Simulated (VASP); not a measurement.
Wanted: the native input for a VASP 6.6.1 run.

| Quantity | Value |
| --- | --- |
| Task | single point |
| Functional | LDA |
| Potentials or basis | VASP PAW LDA potentials, release 64 (Ta_pv, Ru_pv) |
| Cutoff | 520 eV |
| k mesh | 14 × 14 × 14 |
| Occupations | gaussian, width 0.1 eV |
| Spin | no spin polarisation |
| Dipole correction | no |
| Further INCAR settings | ALGO = Fast; EDIFF = 1e-06; NBANDS = 20 |

The structure of TaRu lies in POSCAR:

```
TaRu
1.0
    3.1182255780      0.0000000000      0.0000000000
    0.0000000000      3.1182255780      0.0000000000
    0.0000000000      0.0000000000      3.1182255780
Ta Ru
1 1
Direct
    0.5000000000      0.5000000000      0.5000000000
    0.0000000000      0.0000000000      0.0000000000
```

The cell isn't the ideal one: relaxed again under DFT LDA, scalar-relativistic, plane waves, PAW.

One way to write it, as run:

INCAR

```
SYSTEM = TaRu
  ALGO = Fast
  EDIFF = 1E-6
  ENCUT = 520
  ISIF = 2
  ISMEAR = 0
  LASPH = .True.
  LCHARG = .False.
  LREAL = .False.
  LWAVE = .False.
  NBANDS = 20
  NELM = 60
  PREC = Accurate
  SIGMA = 0.1
```

KPOINTS

```
k-points
0
Gamma
  14 14 14
  0 0 0
```

Potentials or basis: VASP PAW LDA potentials, release 64 (Ta_pv, Ru_pv).

Launch:

```bash
$ cat potpaw_LDA.64/Ta_pv/POTCAR potpaw_LDA.64/Ru_pv/POTCAR > POTCAR
$ mpirun -np 1 vasp_std > vasp.out
```

Results of the run:

```json
{
  "Pressure": "1.0 GPa",
  "Band gap on the k mesh": "none (metal or under the smearing width)"
}
```

Run time: 40 s on 1 thread of Intel(R) Xeon(R) Platinum 8488C (Sapphire Rapids) (shared host), peak memory 0.18 GiB.
